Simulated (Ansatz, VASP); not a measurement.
**TiGa2Te2SeS (1T-TiTe2 under Ga2SSe, AA) in two plane-wave programs**

Aim: how closely do two programs agree when they are given the same cell, functional and k mesh? The cell is taken from a series of runs on this material, whose earlier steps may have relaxed, scaled, displaced or heated it; both programs get it as it stands.

Calculated with Ansatz 0.2.0; plane waves, with VASP 6.6.1 beside it; PBE with D3(BJ) and PBE, spin-orbit coupling.

### Step 1. The starting structure

The cell holds 7 atoms: 2 Te, 1 Ti, 1 Se, 2 Ga and 1 S. Its edges and angles: a = 3.677 Å, b = 3.677 Å, c = 30.036 Å, α = 90.0°, β = 90.0°, γ = 120.0°. Vacuum lies along c.

### Step 2. VASP: single point, PBE with D3(BJ)

With cell and atoms fixed, the geometry can't cause a difference; cores, projectors, grids and the points listed under the comparison can.

Lines of VASP's logs that name or quote its potential files are left out, and so is its time.

Input file INCAR:

```
SYSTEM = TiGa2Te2SeS
PREC = Accurate
ENCUT = 400
EDIFF = 1E-06
NELM = 120
ISMEAR = -1
SIGMA = 0.02585
LREAL = .FALSE.
ALGO = Normal
GGA = PE
IVDW = 12
NBANDS = 38
LASPH = .TRUE.
LORBIT = 11
LWAVE = .FALSE.
LCHARG = .FALSE.
ISIF = 2
LDIPOL = .TRUE.
IDIPOL = 3
DIPOL = 0.5 0.5 0.513
LVHAR = .TRUE.
GGA_COMPAT = .FALSE.
NELMDL = -8
KPAR = 2
```

Input file POSCAR:

```
TiGa2Te2SeS
1.0
    3.6767067232      0.0000000000      0.0000000000
   -1.8383533616      3.1841214245      0.0000000000
    0.0000000000      0.0000000000     30.0355755933
Te Ti Se Ga S
2 1 1 2 1
Direct
    0.6666666667      0.3333333333      0.2996446654
    0.3333333333      0.6666666667      0.4168835427
    0.0000000000      0.0000000000      0.3584923438
    0.3333333333      0.6666666667      0.5431070486
    0.0000000000      0.0000000000      0.5838640183
    0.0000000000      0.0000000000      0.6653420820
    0.3333333333      0.6666666667      0.7003553346
```

Input file KPOINTS:

```
Automatic mesh
0
Gamma
12 12 1
0 0 0
```

The projector-augmented-wave data sets are Te, Ti_sv, Se, Ga_d and S (PBE family, release 64).

On the command line:

```bash
$ mpirun -np 2 vasp_std
```

Numbers of over 12 decimals in the logs are rounded to 6 here.

The program printed:

```text
[banner, memory and clock lines left out]
running    2 mpi-ranks, on    1 nodes
 distrk:  each k-point on    1 cores,    2 groups
 distr:  one band on    1 cores,    1 groups

 POSCAR found type information on POSCAR TeTiSeGaS
 POSCAR found :  5 types and       7 ions
 LDA part: xc-table for (Slater+PW92), standard interpolation
 POSCAR, INCAR and KPOINTS ok, starting setup
 FFT: planning ... GRIDC
 FFT: planning ... GRID_SOFT
 FFT: planning ... GRID
 WAVECAR not read
 entering main loop
       N       E                     dE             d eps       ncg     rms          rms(c)
DAV:   1     0.501479328981E+03    0.50148E+03   -0.24633E+04  1588   0.134E+03
DAV:   2     0.382870924811E+02   -0.46319E+03   -0.44943E+03  1670   0.362E+02
DAV:   3    -0.278011285828E+02   -0.66088E+02   -0.64625E+02  2062   0.131E+02
DAV:   4    -0.340904549659E+02   -0.62893E+01   -0.62587E+01  2352   0.369E+01
DAV:   5    -0.344767423843E+02   -0.38629E+00   -0.38610E+00  1968   0.606E+00
DAV:   6    -0.344936220620E+02   -0.16880E-01   -0.16878E-01  2234   0.141E+00
DAV:   7    -0.344950493811E+02   -0.14273E-02   -0.14273E-02  2216   0.279E-01
DAV:   8    -0.344950656192E+02   -0.16238E-04   -0.16237E-04  2306   0.397E-02    0.142E+01
DAV:   9    -0.341316528528E+02    0.36341E+00   -0.27454E+01  2020   0.295E+01    0.160E+01
DAV:  10    -0.325895718825E+02    0.15421E+01   -0.36951E+01  1816   0.330E+01    0.836E+00
DAV:  11    -0.332374052984E+02   -0.64783E+00   -0.14374E+01  2098   0.206E+01    0.525E+00
DAV:  12    -0.327133988734E+02    0.52401E+00   -0.38301E+01  1992   0.215E+01    0.492E+00
DAV:  13    -0.319935987673E+02    0.71980E+00   -0.60980E+00  2024   0.114E+01    0.187E+00
DAV:  14    -0.319988164643E+02   -0.52177E-02   -0.37073E-01  2008   0.394E+00    0.132E+00
[...]
DAV:  27    -0.319903908980E+02   -0.38516E-04   -0.20371E-05  1802   0.413E-02    0.905E-03
DAV:  28    -0.319904459872E+02   -0.55089E-04   -0.19084E-05  1740   0.295E-02    0.957E-03
DAV:  29    -0.319904577949E+02   -0.11808E-04   -0.13410E-05  1490   0.252E-02    0.113E-02
DAV:  30    -0.319904604720E+02   -0.26771E-05   -0.94232E-07  1100   0.757E-03    0.100E-02
DAV:  31    -0.319904791757E+02   -0.18704E-04   -0.32566E-06  1220   0.766E-03    0.495E-03
DAV:  32    -0.319904837519E+02   -0.45762E-05   -0.43937E-07  1020   0.473E-03    0.544E-03
DAV:  33    -0.319904885838E+02   -0.48319E-05   -0.98447E-07  1130   0.746E-03    0.398E-03
DAV:  34    -0.319904892837E+02   -0.69989E-06   -0.55764E-07  1136   0.109E-02
   1 F= -.34168497E+02 E0= -.34167115E+02  d E =-.276450E-02
```

Parts of OUTCAR (step 2):

```text
ion  position               nearest neighbor table
   1  0.667  0.333  0.300-   3 2.76   3 2.76   3 2.76
   2  0.333  0.667  0.417-   3 2.75   3 2.75   3 2.75
   3  0.000  0.000  0.358-   2 2.75   2 2.75   2 2.75   1 2.76   1 2.76   1 2.76
   4  0.333  0.667  0.543-   5 2.45   5 2.45   5 2.45
   5  0.000  0.000  0.584-   6 2.45   4 2.45   4 2.45   4 2.45
   6  0.000  0.000  0.665-   7 2.37   7 2.37   7 2.37   5 2.45
   7  0.333  0.667  0.700-   6 2.37   6 2.37   6 2.37

  LATTYP: Found a hexagonal cell.
 ALAT       =     3.6767067232
 C/A-ratio  =     8.1691518673

 Subroutine GETGRP returns: Found  6 space group operations
 (whereof  6 operations were pure point group operations)

The static configuration has the point symmetry C_3v.

 Found     19 irreducible k-points:

   k-points           NKPTS =     19   k-points in BZ     NKDIM =     19   number of bands    NBANDS=     38

   dimension x,y,z NGX =    24 NGY =   24 NGZ =  196
   dimension x,y,z NGXF=    48 NGYF=   48 NGZF=  392

   ENCUT  =  400.0 eV  29.40 Ry    5.42 a.u.   6.00  6.00 48.98*2*pi/ulx,y,z

   NELECT =      62.0000    total number of electrons

 k-points in reciprocal lattice and weights: Automatic mesh
   0.00000000  0.00000000  0.00000000       0.007
   0.08333333 -0.00000000  0.00000000       0.042
   0.16666667  0.00000000  0.00000000       0.042
   0.25000000  0.00000000  0.00000000       0.042
   0.33333333  0.00000000  0.00000000       0.042
   0.41666667  0.00000000  0.00000000       0.042
   0.50000000  0.00000000  0.00000000       0.021
   0.08333333  0.08333333  0.00000000       0.042
   0.16666667  0.08333333  0.00000000       0.083
[...]
0.33333333  0.25000000  0.00000000       0.083
   0.33333333  0.33333333  0.00000000       0.014

 dipolmoment           0.000000      0.000000      0.006158 electrons x Angstroem

 average (electrostatic) potential at core
       1 -93.9086       2 -93.9345       3 -81.2919       4 -58.5593       5 -70.6483
       6 -70.8186       7 -92.0441

 E-fermi :   0.1537

 k-point     1 :       0.0000    0.0000    0.0000
  band No.  band energies     occupation
    ...
     25      -1.2153      2.00000
     26      -1.2153      2.00000
     27      -1.1797      2.00000
     28      -1.1797      2.00000
     29      -0.9370      2.00000
     30       0.6090      0.00000
     31       0.6600      0.00000
     32       0.6600      0.00000
     33       1.2864      0.00000
     34       1.5270      0.00000
    ...

 k-point     2 :       0.0833   -0.0000    0.0000
  band No.  band energies     occupation
    ...
     25      -1.6926      2.00000
     26      -1.3279      2.00000
     27      -1.2377      2.00000
     28      -1.1792      2.00000
     29      -0.7660      2.00000
     30       0.1982      0.30352
     31       0.4463      0.00002
     32       0.6204      0.00000
     33       1.4356      0.00000
     34       1.6568      0.00000
    ...

 k-point     3 :       0.1667    0.0000    0.0000
  band No.  band energies     occupation
    ...
     27      -1.2696      2.00000
     28      -1.1731      2.00000
     29      -0.9665      2.00000
     30      -0.6298      2.00000
     31       0.0792      1.89410
     32       0.5321      0.00000
     33       1.4647      0.00000
     34       1.7778      0.00000
     35       2.1850      0.00000
     36       2.5423      0.00000
    ...

 Edisp (eV)   -2.17801

  Total      -0.15240    -0.15240    -0.10134     0.00000     0.00000     0.00000
  in kB      -0.69440    -0.69440    -0.46177     0.00000     0.00000     0.00000
  external pressure =       -0.62 kB  Pullay stress =        0.00 kB

  energy-cutoff  :      400.00
  volume of cell :      351.63
      direct lattice vectors                 reciprocal lattice vectors
     3.676706723  0.000000000  0.000000000     0.271982531  0.157029187  0.000000000
    -1.838353362  3.184121424  0.000000000     0.000000000  0.314058375  0.000000000
     0.000000000  0.000000000 30.035575593     0.000000000  0.000000000  0.033293852

 POSITION                                       TOTAL-FORCE (eV/Angst)
 -----------------------------------------------------------------------------------
      1.83835      1.06137      9.00000        -0.000000     -0.000000     -0.011705
     -0.00000      2.12275     12.52134        -0.000000     -0.000000      0.010166
      0.00000      0.00000     10.76752        -0.000000      0.000000      0.000164
     -0.00000      2.12275     16.31253        -0.000000     -0.000000     -0.028844
      0.00000      0.00000     17.53669        -0.000000      0.000000      0.025506
      0.00000      0.00000     19.98393         0.000000      0.000000     -0.009891
     -0.00000      2.12275     21.03558        -0.000000     -0.000000      0.014604
 -----------------------------------------------------------------------------------
    total drift:                                0.000000     -0.000000     -0.000030

  FREE ENERGIE OF THE ION-ELECTRON SYSTEM (eV)
  ---------------------------------------------------
  free  energy   TOTEN  =       -34.1684970280 eV

  energy  without entropy=      -34.1657325231  energy(sigma->0) =      -34.16711478

 vacuum level on the upper side and lower side of the slab         5.063         4.968

 total charge
# of ion       s       p       d       tot
------------------------------------------
    1        1.385   2.002   0.037   3.424
    2        1.386   2.008   0.038   3.433
    3        2.168   6.129   1.882  10.178
    4        1.473   2.365   0.033   3.871
    5        0.896   0.762   9.997  11.655
    6        0.876   0.732  10.008  11.615
    7        1.346   2.363   0.000   3.709
--------------------------------------------------
tot          9.530  16.360  21.996  47.886

[... 3 further parts left out ...]
```

### Step 3. Ansatz: single point, PBE with D3(BJ)

Ansatz runs on its default PAW (the set named soft_2) files.

The same cell, functional, mesh and smearing now go to Ansatz, which takes its cutoff from its data sets.

Input file input.yaml:

```yaml
crystal:
  lattice:
    - [3.6767067232, 0.0, 0.0]
    - [-1.8383533616, 3.1841214245, 0.0]
    - [0.0, 0.0, 30.0355755933]
  atoms:
    - { symbol: Te, position: [0.6666666667, 0.3333333333, 0.2996446654] }
    - { symbol: Ti, position: [0.0, 0.0, 0.3584923438] }
    - { symbol: Te, position: [0.3333333333, 0.6666666667, 0.4168835427] }
    - { symbol: Se, position: [0.3333333333, 0.6666666667, 0.5431070486] }
    - { symbol: Ga, position: [0.0, 0.0, 0.5838640183] }
    - { symbol: Ga, position: [0.0, 0.0, 0.665342082] }
    - { symbol: S, position: [0.3333333333, 0.6666666667, 0.7003553346] }
kpoints:
  mp_grid: { grid: [12, 12, 1] }
  band_path:
    path: [[0, 0, 0], [0.5, 0, 0], [0.33333333, 0.33333333, 0], [0, 0, 0]]
    npoints: 16
hamiltonian:
  xc: pbe
  dispersion: d3bj
scf:
  occupations: { method: fermi_dirac, width: 0.02585 }
  convergence: { dr2_threshold: 1.0e-10 }
efield:
  axis: 3
  dipole_correction: true
  ramp_position: 0.97
  ramp_width: 0.06
  amplitude: 0
output:
  dos: { projected: true, e_range: [-6, 5] }
  bader: true
  write_potential: true
  write_density: true
  volumetric_format: npy
  elf: true
```

On the command line:

```bash
$ ansatz run input.yaml --threads 4 --pin off --max-ram 6144MiB --backend cpu --events-out ev --progress --plain --runs-dir out
```

The program printed:

```text
Engine: ansatz 0.2.0, x86_64-unknown-linux-gnu
Pseudopotentials: kind: paw
Pseudopotential: Te, paw, valence charge 16, recommended cutoff 420 eV (normal), Te.paw.azcp
Pseudopotential: Ti, paw, valence charge 12, recommended cutoff 420 eV (normal), Ti.paw.azcp
Pseudopotential: Se, paw, valence charge 16, recommended cutoff 420 eV (normal), Se.paw.azcp
Pseudopotential: Ga, paw, valence charge 13, recommended cutoff 420 eV (normal), Ga.paw.azcp
Pseudopotential: S, paw, valence charge 6, recommended cutoff 420 eV (normal), S.paw.azcp
Functional definition: PBE
  parameter kappa = 0.804
  parameter beta = 0.066725
  exchange = pbe_x(kappa = kappa, mu = beta*pi^2/3)
  correlation = pbe_c(beta = beta)
Crystal: 7 atoms, lattice volume = 351.629 Å³
Basis set: ecut = 420 eV, 6869 PW (Γ)
Bands: 56, of which v1, the nominal top of the filled ones, is band 46 counted from 1 (45 counted from 0)
Symmetry: 6 space group operations
Space group: P3m1 (ITA 156), of the structure as read, at distance tolerance 7.1e-5 Å
k-points: 19 of 144 (time reversal used)
Non-local potential: Te, projectors of the file, l = 0: 2, l = 1: 2, l = 2: 2, l = 3: 2
Non-local potential: Ti, projectors of the file, l = 0: 3, l = 1: 2, l = 2: 3, l = 3: 1
Non-local potential: Se, projectors of the file, l = 0: 2, l = 1: 2, l = 2: 3, l = 3: 1
Non-local potential: Ga, projectors of the file, l = 0: 2, l = 1: 2, l = 2: 3, l = 3: 1
Non-local potential: S, projectors of the file, l = 0: 2, l = 1: 2, l = 2: 2
PAW form: soft (Blöchl's): semilocal exchange-correlation on the pseudo side does not see the compensation charge
PAW one-centre angular grid: Te, 590 points (default); XC on 64 Gauss nodes
PAW one-centre angular grid: Ti, 590 points (default); XC on 64 Gauss nodes
PAW one-centre angular grid: Se, 590 points (default); XC on 64 Gauss nodes
PAW one-centre angular grid: Ga, 590 points (default); XC on 64 Gauss nodes
PAW one-centre angular grid: S, 110 points (default); XC on 64 Gauss nodes
Initial density: superposition of atomic densities (neutral atoms: chi_scale 0, normalization atom), corrected by the library's trained network
Initial wavefunctions: pseudopotential atomic-orbital guess
Functional: x = pbe(κ = 0.804, μ = 0.219515), c = pbe(β = 0.066725)
SCF iter   1: F=—  HF=-30403.411007 eV  |F-HF|=—  |Δ(HF+E_count)|=         —  Δρ=2.13e-3  dr2=5.03e-2  ethr=1.77e-3  p=-0.017 e·Å  D=-8.98e-3 V/Å  ΔV_dip=0.27 eV  dr2_dipole=1.32e-3  V_vac-E_F(+/−)=4.99/4.72 eV  ⟨swp⟩=8.0  Hψ=4606  notcnv=0  defer=1
efield: sawtooth ramp at fractional position 0.9700 (set: `efield.ramp_position`, or a place that a band, a saddle search or an elastic batch's reference lends), width 0.0600; the density the first Hamiltonian is built on has a dipole p = -0.017 e·Å; the dipole correction subtracts the counter field D = -8.98e-3 V/Å, which shifts the + side's vacuum level by +0.27 eV against the − side's; the planar-averaged density in the ramp window peaks in size at 1.3e-5 e/Å³
preconditioner: auto → LDOS  [metal: Δε(μ)=0.053 eV  Ē_g=11.615 eV  σ=0.026 eV  W_gap=0.46  n_scr=74 (ndim 8)  ℏωp=14.6 eV  f_vac=0.502  D(μ)=1.41/eV (n_scr^D=8)  β→1.0]
SCF iter   2: F=—  HF=-30403.425484 eV  |F-HF|=—  |Δ(HF+E_count)|=   1.45e-2  Δρ=2.51e-3  dr2=1.44e-1  ethr=5.47e-5  p=-0.017 e·Å  D=-8.91e-3 V/Å  ΔV_dip=0.27 eV  dr2_dipole=3.18e-3  V_vac-E_F(+/−)=5.26/4.99 eV  ⟨swp⟩=3.2  Hψ=2264  notcnv=0  defer=62
SCF iter   3: F=—  HF=-30403.433082 eV  |F-HF|=—  |Δ(HF+E_count)|=   7.60e-3  Δρ=1.96e-3  dr2=1.66e-1  ethr=5.47e-5  p=0.036 e·Å  D=1.85e-2 V/Å  ΔV_dip=-0.56 eV  dr2_dipole=5.01e-2  V_vac-E_F(+/−)=4.26/4.82 eV  ⟨swp⟩=4.1  Hψ=1659  notcnv=0  defer=62
SCF iter   4: F=—  HF=-30403.417507 eV  |F-HF|=—  |Δ(HF+E_count)|=   1.56e-2  Δρ=1.16e-3  dr2=5.62e-2  ethr=5.47e-5  p=0.018 e·Å  D=9.16e-3 V/Å  ΔV_dip=-0.28 eV  dr2_dipole=1.73e-2  V_vac-E_F(+/−)=4.54/4.81 eV  ⟨swp⟩=2.6  Hψ=1297  notcnv=0  defer=61
SCF iter   5: F=—  HF=-30403.409731 eV  |F-HF|=—  |Δ(HF+E_count)|=   7.78e-3  Δρ=2.01e-4  dr2=1.25e-3  ethr=5.47e-5  p=-0.003 e·Å  D=-1.74e-3 V/Å  ΔV_dip=0.05 eV  dr2_dipole=3.98e-4  V_vac-E_F(+/−)=4.87/4.81 eV  ⟨swp⟩=2.6  Hψ=1275  notcnv=0  defer=61
SCF iter   6: F=—  HF=-30403.409559 eV  |F-HF|=—  |Δ(HF+E_count)|=   1.72e-4  Δρ=6.15e-5  dr2=6.38e-5  ethr=1.36e-6  p=-0.008 e·Å  D=-3.91e-3 V/Å  ΔV_dip=0.12 eV  dr2_dipole=4.44e-8  V_vac-E_F(+/−)=4.92/4.80 eV  ⟨swp⟩=2.1  Hψ=1393  notcnv=0  defer=61
SCF iter   7: F=—  HF=-30403.409550 eV  |F-HF|=—  |Δ(HF+E_count)|=   9.43e-6  Δρ=3.15e-5  dr2=1.22e-5  ethr=6.94e-8  p=-0.008 e·Å  D=-3.88e-3 V/Å  ΔV_dip=0.12 eV  dr2_dipole=8.80e-8  V_vac-E_F(+/−)=4.92/4.80 eV  ⟨swp⟩=2.5  Hψ=1290  notcnv=0  defer=61
SCF iter   8: F=—  HF=-30403.409550 eV  |F-HF|=—  |Δ(HF+E_count)|=   1.91e-7  Δρ=1.42e-5  dr2=8.26e-7  ethr=1.33e-8  p=-0.008 e·Å  D=-3.89e-3 V/Å  ΔV_dip=0.12 eV  dr2_dipole=4.97e-10  V_vac-E_F(+/−)=4.92/4.80 eV  ⟨swp⟩=2.0  Hψ=1234  notcnv=0  defer=61
SCF iter   9: F=—  HF=-30403.409635 eV  |F-HF|=—  |Δ(HF+E_count)|=   8.54e-5  Δρ=4.79e-6  dr2=1.11e-7  ethr=8.98e-10  p=-0.008 e·Å  D=-3.90e-3 V/Å  ΔV_dip=0.12 eV  dr2_dipole=4.51e-10  V_vac-E_F(+/−)=4.92/4.80 eV  ⟨swp⟩=2.0  Hψ=1478  notcnv=0  defer=61
SCF iter  10: F=—  HF=-30403.409635 eV  |F-HF|=—  |Δ(HF+E_count)|=   1.05e-7  Δρ=1.39e-6  dr2=6.24e-9  ethr=1.20e-10  p=-0.008 e·Å  D=-3.91e-3 V/Å  ΔV_dip=0.12 eV  dr2_dipole=8.33e-12  V_vac-E_F(+/−)=4.92/4.80 eV  ⟨swp⟩=2.0  Hψ=1505  notcnv=0  defer=61
SCF iter  11: F=—  HF=-30403.409636 eV  |F-HF|=—  |Δ(HF+E_count)|=   1.12e-8  Δρ=3.86e-7  dr2=5.20e-10  ethr=6.78e-12  p=-0.008 e·Å  D=-3.91e-3 V/Å  ΔV_dip=0.12 eV  dr2_dipole=1.65e-12  V_vac-E_F(+/−)=4.92/4.80 eV  ⟨swp⟩=2.0  Hψ=1509  notcnv=0  defer=61
SCF iter  12: F=-30403.409636 eV  HF=-30403.409636 eV  |F-HF|=2.51e-10  |Δ(HF+E_count)|=  6.95e-10  Δρ=1.49e-7  dr2=4.67e-11  ethr=1.00e-12  p=-0.008 e·Å  D=-3.91e-3 V/Å  ΔV_dip=0.12 eV  dr2_dipole=2.38e-14  V_vac-E_F(+/−)=4.92/4.80 eV  ⟨swp⟩=12.6  Hψ=3540  notcnv=0
SCF 1 converged in 12 iterations: F = -30403.409636 eV  dr2 = 4.67e-11
  greatest PAW one-centre occupation: 1.000 electrons in one spin orbital (limit 2), on the Se atom at site 3 (counted from 0), in its partial waves of l = 2
NSCF: frozen V_eff on 49 k-points
efield: sawtooth ramp at fractional position 0.9700 (kept from the solve that this one continues, or follows in the run), width 0.0600; the density the first Hamiltonian is built on has a dipole p = -0.008 e·Å; the dipole correction subtracts the counter field D = -3.91e-3 V/Å, which shifts the + side's vacuum level by +0.12 eV against the − side's; the planar-averaged density in the ramp window peaks in size at 7.9e-6 e/Å³
WARN: The output density's exchange-correlation potential varies sharply where the density is thin. Do not read a vacuum level from v_tot or v_xc, or from such a field of the output density. On a cell that repeats whose density bears no net charge and no dipole along the vacuum's axis use v_es (v_loc + v_h of the components); under efield.dipole_correction with no amplitude use v_es + v_field, which holds any externa [...]
SCF converged after 12 iterations
Free energy (F): -30403.409636 eV
Harris-Foulkes:  -30403.409636 eV  (|F-HF|=2.51e-10)
Internal energy: -30403.406831 eV  (E = F + TS)
E sigma→0 (E₀):  -30403.408233 eV
Entropy (-TS):   -0.002804 eV (-0.401 meV/atom)
Fermi energy:    1.786820 eV
Dipole field:    D = -0.003906 V/Å  (p = -0.007589 e·Å, saw-weighted, corrected)
Work function:   Φ+ = 4.9215 eV   Φ− = 4.8042 eV
Levels:          The Fermi level and band energies are counted from a zero that moves with the ramp; work functions are not
--- Per-component energies (eV) ---
  E_band       = -1850.902759
  E_kinetic    = 1089.687496
  E_local      = -102007.537736  (includes V_loc(G=0)·N_el)
  E_nonlocal   = -329.424082
  E_hartree    = 50784.128890
  E_xc         = -685.666028
  E_vxc        = -631.875268  (∫ρ·V_xc dr)
  E_paw        = -16862.010457  (= ΣΔE_a)
  E_vpaw       = -1539.880080  (= ΣTr[D̂ρ^β])
  E_aug_tail   = -0.001016  (compensation charges beyond the density's cutoff)
  E_efield     = 0.000015  (sawtooth field / dipole correction)
  E_vefield    = -0.129253  (∫n·V_field dr)
  E_ewald      = 37609.594413
  E_disp       = -2.178327  (pairwise vdW)
  E_smearing   = -0.002804  (= −TS)
  E_closure    = -0.000000  (closes the sum)
  Σ components = -30403.409636   (vs F -30403.409636, Δ=0.00e0)
--- Band table (eV; the first three rows and the last of 19) ---
  k-point 0: bands = [... 42 lower, 0.4535, 0.6869, 2.2401, 2.2975, 2.2975, 2.9142, 3.1535, 3.1535, ... 6 higher]
  k-point 1: bands = [... 42 lower, 0.4562, 0.8597, 1.8303, 2.0820, 2.2538, 3.0654, 3.2853, 3.3185, ... 6 higher]
  k-point 2: bands = [... 42 lower, 0.4619, 0.6631, 0.9945, 1.7135, 2.1656, 3.0978, 3.4089, 3.8109, ... 6 higher]
  k-point 18: bands = [... 42 lower, -1.0598, -0.9030, -0.1996, -0.0739, 3.0234, 3.0281, 3.0683, 3.2202, ... 6 higher]
--- Bader charges: 7 sites ---
  site symbol  charge [e]  shift [e]
     0     Te     -0.6748     0.0014
     1     Ti      1.3547     0.0028
     2     Te     -0.6791     0.0014
     3     Se     -0.6643     0.0010
     4     Ga      0.6556     0.0010
     5     Ga      0.8304     0.0020
     6      S     -0.8225     0.0020
  estimated error of the sums over rays = 5.4e-4 e
```

### Step 4. Differences

Known differences besides the potentials themselves: the data sets hold 92 valence electrons in Ansatz (on its default PAW (the set named soft_2) files) and 62 in VASP; the cutoff is 420 eV in Ansatz and 400 eV in VASP. Total energies have different zeros and are not compared.

Both answers:

| quantity | Ansatz | VASP | difference |
| --- | --- | --- | --- |
| work function, lower of the two faces (eV) | 4.80 | 4.81 | -0.01 |
| work function, higher of the two faces (eV) | 4.92 | 4.91 | +0.01 |

Where the cell holds vacuum, a pressure given here is an average over it and none of the material.

[end of part 1 of 2]

[Lines on the potential files, build, host, timing and source positions are cut from VASP's logs without a mark.]

[Logs are printed without paths, hosts, clocks, repeated set-up lines and the standing remarks that a program may print on its own settings, such as how far it seeks lower states.]

[Hosts, paths, dates, database ids (printed as entryN), source tags and the programs' standing remarks are cut or masked in the printed files.]
